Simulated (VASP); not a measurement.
Input for VASP

### INCAR
```
SYSTEM = PbO2
PREC = Accurate; ENCUT = 400; LREAL = .FALSE.
LASPH = .TRUE.
EDIFF = 1E-6; NELM = 100; ALGO = Normal
LMAXMIX = 4
ISMEAR = 0; SIGMA = 0.1
GGA = PE
ISIF = 2
LWAVE = .FALSE.; LCHARG = .FALSE.
```

KPOINTS:
```
Automatic mesh
0
Gamma
3 3 5
0 0 0
```

POSCAR:
```
PbO2
1
    4.9600000000     0.0000000000     0.0000000000
    0.0000000000     4.9600000000     0.0000000000
    0.0000000000     0.0000000000     3.3900000000
Pb O
2 4
Direct
  0.0000000000   0.0000000000   0.0000000000
  0.5000000000   0.5000000000   0.5000000000
  0.3070000000   0.3070000000   0.0000000000
  0.8070000000   0.1930000000   0.5000000000
  0.1930000000   0.8070000000   0.5000000000
  0.6930000000   0.6930000000   0.0000000000
```

POTCAR, in this order: Pb_d O (PBE.64 set). Program: vasp_std.

Write an equivalent input for Ansatz.

One equivalent input (not run):
Ansatz 0.2 input:
```yaml
crystal:
  lattice:
    - [4.9600000, 0.0000000, 0.0000000]
    - [0.0000000, 4.9600000, 0.0000000]
    - [0.0000000, 0.0000000, 3.3900000]
  atoms:
    - { symbol: Pb, position: [0.0000000, 0.0000000, 0.0000000] }
    - { symbol: Pb, position: [0.5000000, 0.5000000, 0.5000000] }
    - { symbol: O, position: [0.3070000, 0.3070000, 0.0000000] }
    - { symbol: O, position: [0.8070000, 0.1930000, 0.5000000] }
    - { symbol: O, position: [0.1930000, 0.8070000, 0.5000000] }
    - { symbol: O, position: [0.6930000, 0.6930000, 0.0000000] }
kpoints:
  mp_grid: { grid: [3, 3, 5] }
hamiltonian:
  xc: pbe
  pseudopotentials: { kind: paw }
scf:
  occupations: { method: gaussian, width: 0.1 }
  max_iter: 100
output: { forces: true, stress: true, eigenvalues: true }
```
Limits of the translation: each code has its own PAW files, so the cut-off isn't converted (ENCUT is set for VASP's; basis.ecutwfc is left out, and Ansatz then takes the one that its files recommend); Ansatz stops its SCF on the density residual and VASP on the energy change (EDIFF).

The structure is a typed PbO2 crystal (P4_2/mnm). The cell was not relaxed at this level. The k-mesh is coarse (spacing up to 0.42 per Å, 2π included), so the numbers may not be converged in it. The run is one of a series of settings (KPOINTS 3×3×5 Γ-centred mesh against the base run), some of them coarse on purpose.
